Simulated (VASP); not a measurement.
**BN: energy against strain**

BN (zinc blende, F-43m, 5.869 Å³/atom at rest, cube axes along x, y and z) under an equal strain ε along x and y, with z held. PBEsol in VASP (plane waves, PAW), 600 eV, 14×14×14 Γ-centred mesh, Gaussian smearing 0.05 eV; ions are relaxed within the symmetry of each cell.

Here s stands for strain and y for E less E0.

| strain (%) | E less E0 (meV/atom) |
|---|---|
| -3.00 | ? |
| -1.50 | 8.58 |
| -1.00 | 3.84 |
| -0.50 | 1.00 |
| 0.00 | 0.00 |
| 0.50 | 0.80 |
| 1.00 | 3.34 |
| 1.50 | 7.57 |

Taking a parabola for y over the 7 complete rows: Least squares gives y = 0.002 - 0.3021·s + 3.5881·s². Residuals (row less fit): 0.052, -0.052, -0.050, -0.002, 0.052, 0.052, -0.052; standard error 0.063 (degrees of freedom: 4). Twice the quadratic coefficient over the volume, 2 × 3.5881 meV × 10⁴ × 0.1602 / 5.869 Å³, is the elastic constants 2(C11 + C12) = 1959 ± 15 GPa.

### Question
Predict the withheld y at s = -3.00 from the fit, and compare with the calculation.

### Answer
y = 0.002 - 0.3021 × (-3.0) + 3.5881 × (-3.0)² = 33.201 meV/atom. The calculation gives 34.84 meV/atom, 1.639 meV/atom above the prediction (4.7 % of the range of y in the table). The row lies outside the fitted rows, so this is an extrapolation. From the scatter of the fitted rows alone, a prediction at this place has a standard error of 0.242 meV/atom, so the miss is 6.8 times that.

One order more, fitted to all 13 runs of the series, follows each within 0.01, so the miss is the next term of a smooth law. Rows are the converged runs of the series near zero and its far end; series whose fitted rows scatter by over a few per cent of the range, as at a crossing or softening among them, aren't shown in this form. Most that stay on the fit to the last digits aren't either.
